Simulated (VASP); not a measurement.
Computed with PBE GGA with spin-orbit coupling, VASP's PBE PAW potentials (set 64) (plane waves; VASP 6.6.1).

The input files of a VASP run:

### INCAR
```
SYSTEM = RhC
PREC = Accurate; ENCUT = 400; LREAL = .FALSE.
LASPH = .TRUE.
EDIFF = 1E-6; NELM = 100; ALGO = Normal
LMAXMIX = 4
ISMEAR = -1; SIGMA = 0.1
GGA = PE; GGA_COMPAT = .FALSE.
MAGMOM = 6*0.0; LSORBIT = .TRUE.; LNONCOLLINEAR = .TRUE.
ISIF = 2
LWAVE = .FALSE.; LCHARG = .FALSE.; LORBIT = 11
```

File KPOINTS:
```
kpoints
0
G
  9 9 9
```

POSCAR:
```
RhC
1.0
  0.0000000000   2.1143950000   2.1143950000
  2.1143950000   0.0000000000   2.1143950000
  2.1143950000   2.1143950000   0.0000000000
C Rh
1 1
Cartesian
  0.0000000000   0.0000000000   0.0000000000
  2.1143950000   2.1143950000   2.1143950000
```

POTCAR, in this order: C Rh_pv (PBE.64 set). Program: vasp_ncl.

Task: What will the output report for the number of irreducible k-points (NKPTS), largest plane-wave count, number of space-group operations, FFT grid (NGX, NGY, NGZ)?

Result: 
The number of irreducible k-points (NKPTS) comes out as 35, the largest plane-wave count is 706 and the number of space-group operations is 48. The FFT grid (NGX, NGY, NGZ) is 20 × 20 × 20.

The structure was generated: RhC was put into an ordered model structure, which need not be its known phase. The cell was not relaxed at this level. The run is one of a series of settings (GGA_COMPAT = .FALSE., LNONCOLLINEAR = .TRUE., LSORBIT = .TRUE., MAGMOM = 0.0 0.0 0.0 0.0 0.0 0.0, program vasp_ncl against the base run), some of them coarse on purpose.
